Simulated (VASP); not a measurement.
Consider the following.

```
SrO
1.0
    0.00000     2.58000     2.58000
    2.58000     0.00000     2.58000
    2.58000     2.58000     0.00000
Sr O
1 1
Cartesian
  0.00000   0.00000   0.00000
  2.58000   2.58000   2.58000
```

Method: PBE GGA with D3 dispersion (Becke-Johnson damping), VASP's PBE PAW potentials (set 64) (plane waves; VASP 6.6.1). Run with 520 eV cut-off, 8×8×8 Γ-centred mesh, Gaussian smearing of 0.050 eV, potentials Sr_sv O.

Question: Predict the energy per atom (σ→0), band gap (on the k-mesh) with the smallest direct gap where there is one.

Answer: 
The band gap (on the k-mesh) is 3.27 eV. The smallest direct gap (on the k-mesh) is 3.37 eV. The energy per atom (σ→0) is -6.267 eV/atom.

Only differences to runs with the same potentials and settings are physical.

The compound is SrO in the rock salt structure. The cell was not relaxed at this level.
